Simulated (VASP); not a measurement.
```xyz
8
Lattice="2.6230 1.5144 4.8644 -2.6230 1.5144 4.8644 0.0000 -3.0287 4.8644" Properties=species:S:1:pos:R:3 pbc="T T T"
F     -0.9967    -1.5144     8.6853
F      1.8099    -0.1060     8.6853
F     -0.8131     1.6204     8.6853
F      0.9967     1.5144     5.9078
F     -1.8099     0.1060     5.9078
F      0.8131    -1.6204     5.9078
Cr     0.0000     0.0000     0.0000
Hg     0.0000     0.0000     7.2965
```
Starting moments (μB, in the order of the record's atoms F F F F F F Cr Hg): 0.0 0.0 0.0 0.0 0.0 0.0 3.0 0.0.

Method: PBEsol GGA, VASP's PBE PAW potentials (set 64) (plane waves; VASP 6.6.1). Settings: 400 eV cut-off, 3×3×3 Γ-centred mesh, Gaussian smearing of 0.10 eV, potentials F Cr_pv Hg.

At this cut-off the stress carries a Pulay error, which pulls relaxed volumes low. The moments were started parallel, and other spin orders were not tried in this run.

Which forces act on the atoms, in eV/Å?

```
atom      Fx      Fy      Fz
----  ------  ------  ------
F1    -1.566  -0.036   0.627
F2     0.814  -1.338   0.627
F3     0.752   1.374   0.627
F4     1.566   0.036  -0.627
F5    -0.814   1.338  -0.627
F6    -0.752  -1.374  -0.627
Cr7    0.000   0.000   0.000
Hg8    0.000   0.000   0.000
```

Give the stress tensor in GPa (positive for a compressed cell).

```
-19.84    0.00    0.00
  0.00  -19.84    0.00
  0.00    0.00  -16.22
```
The pressure is its mean diagonal, -18.63 GPa.

The structure comes from a measured CrHgF6 entry of the Crystallography Open Database, whose conditions weren't checked. The cell was not relaxed at this level. The k-mesh is coarse (spacing up to 0.48 per Å, 2π included), so the numbers may not be converged in it.
